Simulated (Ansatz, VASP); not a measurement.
Two plane-wave programs on LaP

```
CELL_PARAMETERS angstrom
0.00000 2.96948 2.96948
2.96948 0.00000 2.96948
2.96948 2.96948 0.00000
ATOMIC_POSITIONS crystal
La 0.00000 0.00000 0.00000
P 0.50000 0.50000 0.50000
```

Alike in both runs: functional LDA; k mesh 12 × 12 × 12; occupations gaussian, width 0.05 eV; no spin polarisation.

Ansatz relaxed the structure, and its values are those at the end. VASP's run is a single point on that final structure, the one shown.

```csv
,VASP,Ansatz
version,VASP 6.6.1,Ansatz 0.2.0
potentials or method,"VASP PAW LDA potentials, release 64 (La, P)","scalar-relativistic, plane waves, PAW"
plane-wave cutoff (eV),520,420
valence electrons in the cell,16,16
```

|  | VASP | Ansatz | Ansatz less VASP |
| --- | --- | --- | --- |
| gap on the k mesh at the Fermi level (eV) | none | none | - |
| pressure (GPa) | 0.0 | 0.0 | +0.02 |

A gap of «none» marks a metal or a gap that the smearing closes.

The runs have no spin-orbit coupling, so splittings on La are missing.
